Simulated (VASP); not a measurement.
Level of theory: PBE GGA, VASP's PBE PAW potentials (set 64) (plane waves; VASP).

VASP input:

**INCAR**
```
ALGO  =  Normal
EDIFF  =  1E-6
ENCUT  =  400
GGA  =  PE
ISIF  =  2
ISMEAR  =  1
ISPIN  =  2
LASPH  =  .TRUE.
LCHARG  =  .FALSE.
LMAXMIX  =  4
LORBIT  =  10
LREAL  =  .FALSE.
LWAVE  =  .FALSE.
MAGMOM  =  2.5
NELM  =  100
PREC  =  Accurate
SIGMA  =  0.1
SYSTEM  =  Fe
```

POSCAR:
```
Fe
2.4854930
 -0.5773502480   0.5773502480   0.5773502480
  0.5773502480  -0.5773502480   0.5773502480
  0.5773502480   0.5773502480  -0.5773502480
Fe
1
direct
  0.0000000000   0.0000000000   0.0000000000
```

### KPOINTS
```
Automatic mesh
0
Gamma
4 4 4
0 0 0
```

POTCAR, in this order: Fe (PBE.64 set). Program: vasp_std.

The resulting files:

OSZICAR:
```
       N       E                     dE             d eps       ncg     rms          rms(c)
DAV:   1     0.139159911319E+02    0.13916E+02   -0.34259E+03   312   0.817E+02
DAV:   2    -0.896807272769E+01   -0.22884E+02   -0.22024E+02   314   0.119E+02
DAV:   3    -0.928676829684E+01   -0.31870E+00   -0.31696E+00   357   0.200E+01
DAV:   4    -0.928782098303E+01   -0.10527E-02   -0.10526E-02   326   0.107E+00
DAV:   5    -0.928783096656E+01   -0.99835E-05   -0.99823E-05   331   0.888E-02    0.109E+01
DAV:   6    -0.838466491084E+01    0.90317E+00   -0.14052E+01   293   0.593E+01    0.656E+00
DAV:   7    -0.822736264496E+01    0.15730E+00   -0.11936E+00   294   0.176E+01    0.341E+00
DAV:   8    -0.822474620370E+01    0.26164E-02   -0.86726E-03   301   0.133E+00    0.127E+00
DAV:   9    -0.821949516717E+01    0.52510E-02   -0.20217E-03   320   0.473E-01    0.295E-01
DAV:  10    -0.821908587622E+01    0.40929E-03   -0.10868E-03   336   0.370E-01    0.390E-02
DAV:  11    -0.821909583504E+01   -0.99588E-05   -0.92653E-05   302   0.118E-01    0.289E-02
DAV:  12    -0.821910459153E+01   -0.87565E-05   -0.55940E-06   293   0.295E-02    0.146E-02
DAV:  13    -0.821910340355E+01    0.11880E-05   -0.36772E-07   150   0.906E-03    0.321E-03
DAV:  14    -0.821910309469E+01    0.30886E-06   -0.33485E-07   149   0.774E-03
   1 F= -.82191031E+01 E0= -.82196431E+01  d E =0.162011E-02  mag=     2.0001
```

**OUTCAR**
```
------------------------ aborting loop because EDIFF is reached ----------------------------------------
  FORCE on cell =-STRESS in cart. coord.  units (eV):
  Direction    XX          YY          ZZ          XY          YZ          ZX
  --------------------------------------------------------------------------------------
  Total       -0.8500057     -0.8500057     -0.8500057      0.0000000      0.0000000      0.0000000
  in kB     -115.2170481   -115.2170481   -115.2170481      0.0000000      0.0000000      0.0000000
  external PRESSURE =    -115.2170481 kB  Pullay stress =       0.0000000 kB
  volume of cell :       11.82
      direct lattice vectors                 reciprocal lattice vectors
    -1.435000000  1.435000000  1.435000000     0.000000000  0.348432056  0.348432056
     1.435000000 -1.435000000  1.435000000     0.348432056  0.000000000  0.348432056
     1.435000000  1.435000000 -1.435000000     0.348432056  0.348432056  0.000000000
 POSITION                                       TOTAL-FORCE (eV/Angst)
 -----------------------------------------------------------------------------------
      0.00000      0.00000      0.00000         0.000000      0.000000      0.000000
 -----------------------------------------------------------------------------------
    total drift:                                0.000000      0.000000      0.000000
  FREE ENERGIE OF THE ION-ELECTRON SYSTEM (eV)
  ---------------------------------------------------
  free  energy   TOTEN  =        -8.2191030947 eV

  energy  without entropy=       -8.2207232062  energy(sigma->0) =       -8.21964313

 total charge

# of ion       s       p       d       tot
------------------------------------------
    1        0.482   0.463   6.259   7.205

 magnetization (x)

# of ion       s       p       d       tot
------------------------------------------
    1        0.002  -0.042   2.038   1.998
```
(Selected blocks of OUTCAR.)

### OUTCAR
```
 val. band max:        5.7730248604   @ k =   0.5000   0.5000   0.5000

 cond. band min:       5.9016203096   @ k =   0.5000   0.5000   0.2500


 Fermi energy:         5.8047915323

 spin component 1

 k-point     1 :       0.0000    0.0000    0.0000
  band No.  band energies     occupation
      1      -2.7841      1.00000
      2       3.4581      1.00000
      3       3.4581      1.00000
      4       3.4581      1.00000
      5       4.4625      1.00000
      6       4.4625      1.00000
      7      30.0231      0.00000
      8      30.0231      0.00000
      9      30.0231      0.00000

 k-point     2 :       0.2500    0.0000    0.0000
  band No.  band energies     occupation
      1      -0.5636      1.00000
      2       2.9184      1.00000
      3       3.2532      1.00000
      4       4.3572      1.00000
      5       4.5288      1.00000
      6       4.6290      1.00000
      7      20.8467      0.00000
      8      26.2340      0.00000
      9      28.9415      0.00000

 k-point     3 :       0.5000    0.0000    0.0000
  band No.  band energies     occupation
      1       0.8350      1.00000
      2       2.4157      1.00000
      3       4.5753      1.00000
      4       4.6424      1.00000
      5       5.9474     -0.03080
      6       6.0317     -0.00305
      7      12.5574      0.00000
      8      23.4202      0.00000
      9      25.0640      0.00000

 k-point     4 :       0.2500    0.2500    0.0000
  band No.  band energies     occupation
      1       1.6830      1.00000
      2       2.3841      1.00000
      3       3.0146      1.00000
      4       4.4917      1.00000
      5       4.8817      1.00000
      6       7.7810     -0.00000
      7      16.1980      0.00000
      8      17.0307      0.00000
      9      24.5838      0.00000

 k-point     5 :       0.2500    0.2500    0.2500
  band No.  band energies     occupation
      1       2.5200      1.00000
...
```

The compound is Fe in the bcc structure. The cell was not relaxed at this level. The k-mesh is coarse (spacing up to 0.77 per Å, 2π included), so the numbers may not be converged in it. The run is one of a series of settings (KPOINTS 4×4×4 Γ-centred mesh against the base run), some of them coarse on purpose.
